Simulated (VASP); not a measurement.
Given:

```
CELL_PARAMETERS angstrom
      0.00000     3.16388     3.16388
      3.16388     0.00000     3.16388
      3.16388     3.16388     0.00000
ATOMIC_POSITIONS crystal
  Mo 0.00000 0.00000 0.00000
  Se 0.25000 0.25000 0.25000
```

Method: PBE GGA, VASP's PBE PAW potentials (set 64) (plane waves; VASP). Numerical set-up: 400 eV cut-off, 9×9×9 Γ-centred mesh, first-order Methfessel-Paxton smearing of 0.10 eV, potentials Mo_sv Se.

Energy and stress use the plane-wave basis of the starting cell.

Q: The ions, cell shape and volume are relaxed. Predict the relaxed structure.

A: 
```
CELL_PARAMETERS angstrom
      0.00000     2.82572     2.82572
      2.82572     0.00000     2.82572
      2.82572     2.82572     0.00000
ATOMIC_POSITIONS crystal
  Mo 0.00000 0.00000 0.00000
  Se 0.25000 0.25000 0.25000
```
Space group F-43m (216), at a tolerance of 0.03 Å.

Q: How do energy and volume change from the first to the last step?

A: The energy (σ→0) changes by -653.6 meV/atom and the volume by -28.8 %, in 4 ionic steps.

```tsv
step	E(σ→0) (eV)	max force (eV/Å)	pressure (GPa)	volume (Å³)
1	-12.1815	0.000	-16.58	63.34
2	-12.9339	0.000	28.53	37.79
3	-13.4878	0.000	-0.80	45.44
4	-13.4887	0.000	-0.04	45.13
```

The structure was generated: MoSe was put into the zinc blende type (F-43m), which need not be its known phase. This run relaxes it. Symmetry was kept, so distortions that lower it aren't found.
